**Question: What pressure belongs to BAs at 14.386 Å³ per atom?**

I have HSE06 pressures for cubic boron arsenide at several volumes, and one value is missing. I could draw a straight line between its two neighbours, or take the bulk modulus and multiply by the volume change. The two routes disagree by more than 1 GPa. Which is closer, and what does the crystal do that a constant stiffness misses?

VASP 6.6.1, HSE06 without dispersion correction or spin polarisation, for zinc-blende BAs (two-atom cell) at fixed volumes. The runs use the recommended VASP PAW PBE potentials, a 520 eV plane-wave cutoff, a 6 × 6 × 6 k-mesh and Gaussian smearing of 0.02 eV. Pressure is positive in compression.

```
volume (Å³/atom)  shortest distance (Å)  pressure (GPa)
          12.351                  2.002          16.800
          12.758                  2.024          10.340
          13.165                  2.045           4.780
          13.572                  2.066           0.000
          13.626                  2.069          -0.590
          13.979                  2.086          -4.100
          14.386                  2.106               ?
          14.794                  2.126         -10.670
```

**Answer**

Here "volume" is the volume per atom and "shortest distance" is the B–As bond length. A negative pressure means that the crystal is held in tension: left free, it would shrink. The row at 13.572 Å³ per atom has practically zero pressure and is the natural starting point. Seen from there, the pressure is 16.8 GPa after 9 % compression but only −10.7 GPa after 9 % expansion, so equal volume changes do not meet equal resistance.

The loss of stiffness is steady. The local bulk modulus, which is the pressure change per relative volume change, is about 199 GPa between the two smallest volumes and 148 GPa around zero pressure. Between 13.979 and 14.794 Å³ per atom it is down to 116 GPa. The electronic state offers no reason for a kink: in every known row the crystal is an insulator with four filled bands and a gap near 2 eV.

**What is being stretched**

In zinc blende each atom has four neighbours at the corners of a tetrahedron. A uniform change of volume keeps the bond angles and changes only the lengths. Since volume goes as the cube of length, 9 % expansion lengthens the bonds by only 2.9 %. The pressure curve is therefore a record of how the energy of the crystal depends on its bond length.

Part of the softening is plain geometry. Suppose the energy were perfectly harmonic in the bond length $r$, so that $E\propto(r-r_0)^2$, where $r_0$ is the length at zero pressure. Pressure is $P=-dE/dV$, and a given bond extension now adds more volume because the crystal is larger. With $V\propto r^3$ this leads to

$$P\propto-\frac{r-r_0}{r^2}\approx-\frac{r_0^{-1}}{3}\,(e-e^2),\qquad e=\frac{V-V_0}{V_0},$$

where $V_0$ is the volume at zero pressure. Even ideal springs would thus fall short of a straight line drawn with the initial slope, by about 1 % for each per cent of expansion.

The energies of the same runs show that the bonds are not ideal springs. Compression by 9 % costs 0.119 eV per two-atom cell, and expansion by 9 % costs 0.087 eV, a ratio of 1.37. The bonds shorten by 3.10 % in one case and lengthen by 2.90 % in the other, so harmonic bonds would give only $(3.10/2.90)^2\approx1.1$. The energy well is truly steeper on its short side.

A plausible explanation is a competition between two forces with different ranges. When filled electron shells and bonding pairs are pushed together, the Pauli principle raises their energy steeply. The bonding attraction changes more gently with distance. On stretching, the steep repulsion fades first and takes much of the well's curvature with it. The total energies show the lopsided well, but they are not split into these two parts; that step rests on theory.

**A curve with two constants**

A convenient way to describe such a well is to expand its energy in the Eulerian strain $f=\tfrac12[(V_0/V)^{2/3}-1]$, which is negative on expansion. Keeping the quadratic and cubic terms and differentiating gives the Birch–Murnaghan equation,

$$P=3B_0f(1+2f)^{5/2}\left[1+\tfrac32(B'-4)f\right].$$

Here $B_0$ is the bulk modulus at zero pressure, and $B'$ tells how fast the modulus grows with pressure. I took $V_0$ from the zero-pressure row and fitted the two constants to the seven known pressures. The result is $B_0=147.3$ GPa and $B'=4.04$.

The second constant has a simple reading. For small volume changes any smooth curve obeys

$$P\approx-B_0e\left[1-\tfrac{1+B'}{2}\,e\right].$$

Harmonic bonds correspond to $B'=1$. With $B'$ near 4, the line with the initial slope overstates the tension by about 2.5 % for each per cent of expansion. Geometry supplies 1 of these 2.5 parts, and the lopsided well supplies the other 1.5.

**The forecast**

The missing row must be in tension, with a pressure between those of its neighbours. It should also be more negative than their mean. The curve drops quickly at first and more slowly later, so halfway in volume it has already covered more than half of the drop.

For the number itself, the expansion from 13.572 to 14.386 Å³ per atom gives $f=-0.01904$. The factor $(1+2f)^{5/2}$ is then 0.9075, and the last bracket is 0.9988. Hence

$$P=3\times147.3\times(-0.01904)\times0.9075\times0.9988\approx-7.63\ \text{GPa}.$$

My range is −7.68 to −7.58 GPa. It can be this narrow because the volume lies between two known ones. The fitted curve passes within about 0.01 GPa of the known pressures, so most of the range is an allowance for the choice of formula and for small basis-set errors in the stress. Fixing $B'$ at 4 would give −7.65 GPa, and the Vinet equation, another formula for such curves, gives −7.62 GPa with the same two constants.

The withheld rows as computed:

```
volume (Å³/atom)  shortest distance (Å)  pressure (GPa)
          14.386                  2.106          -7.630
```

The computed pressure is −7.63 GPa, and the forecast hits it to the digits shown. Such close agreement is better than the method deserves, since the curve misses some of the rows it was fitted to by more. The other two formulas also fall inside the range. This row therefore confirms the amount of curvature, but it cannot say which formula describes BAs best.

The two shortcuts fail in opposite directions. The straight line between the neighbours gives −7.38 GPa, which is 0.25 GPa too weak a tension, because it cuts across the bend of the curve. Multiplying the bulk modulus by the 6 % expansion gives −8.84 GPa, about 1.2 GPa too strong, because it keeps the initial slope of pressure against volume, which even ideal springs would not do. The first error stays small only because known volumes lie close by on both sides; the second grows roughly with the square of the volume change.

**How far to trust the number**

The pressures come from the computed stress, so the total energies offer a cross-check. The curve fitted to pressures alone gives 0.118 eV for 9 % compression and 0.088 eV for 9 % expansion, within 1 % of the directly computed energy costs. Stress and energy thus agree on the shape of the curve. The two small misses have opposite signs, low on compression and high on expansion. That pattern is expected if the stress lies a few hundredths of a GPa below the slope of the energy, as it can with a finite plane-wave basis. Both come from the same HSE06 calculation, however, so their agreement does not show how well the functional describes real BAs.

The atoms are also held still. In a real crystal, zero-point and thermal vibration normally push outwards, so adding them to this calculation would be expected to make the volume of zero pressure somewhat larger and the tension at a given volume somewhat weaker; the functional's own error in the volume comes on top of that. The table has no vibrational calculation from which to size this shift. For a comparison with a measured crystal, it is safer to use the relative change from its own zero-pressure volume than the absolute volumes of this table.

For a similar covalent crystal, the same reasoning needs its zero-pressure volume, its bulk modulus and a value of $B'$. The bulk modulus sets the initial slope, and $B'$ sets the bend. Where $B'$ is also near 4, the correction of 2.5 % for each per cent of expansion carries over for small volume changes, as long as the structure and the bonding stay the same. The printed analysis below lists the fits and the comparisons used here.

The analysis program printed:

```
fit of pressure on 7 rows: coefficient of g1 147.3 +/- 0.069, coefficient of g2 6.042 +/- 1.6; rms 0.00782, worst 12.758 -0.013, leave-one-out rms 0.0216
  rows outside the fit (model, value, miss): 14.386 -7.63, -7.63, 0.000165
fit of pressure on 7 rows: coefficient of g1 147.5 +/- 0.1; rms 0.0151, worst 14.794 -0.0322, leave-one-out rms 0.0196
  rows outside the fit (model, value, miss): 14.386 -7.646, -7.63, -0.0159
Bulk modulus at zero pressure, two-constant curve (GPa): 147.3
Pressure derivative of the bulk modulus (no unit): 4.041
Local bulk modulus between the two smallest volumes (GPa): 199.3
Local bulk modulus around zero pressure (GPa): 148.1
Local bulk modulus between 13.979 and 14.794 A^3/atom (GPa): 116
Forecast for the withheld row, two-constant curve (GPa): -7.63
Straight chord between the neighbours at the withheld volume (GPa): -7.381
Forecast less chord (GPa): -0.2489
Computed value less chord (GPa): -0.249
Constant-stiffness line at the withheld volume (GPa): -8.837
Vinet form with the same constants at the withheld volume (GPa): -7.623
Size of pressure at 9 % compression over that at 9 % expansion (ratio): 1.575
Energy cost of 9 % compression, computed (eV per two-atom cell): 0.1189
Energy cost of 9 % expansion, computed (eV per two-atom cell): 0.08687
Energy cost of 9 % compression from the pressure-fitted curve (eV per two-atom cell): 0.1183
Energy cost of 9 % expansion from the pressure-fitted curve (eV per two-atom cell): 0.08751
Bond length change at 9 % compression (%): -3.098
Bond length change at 9 % expansion (%): 2.904
```
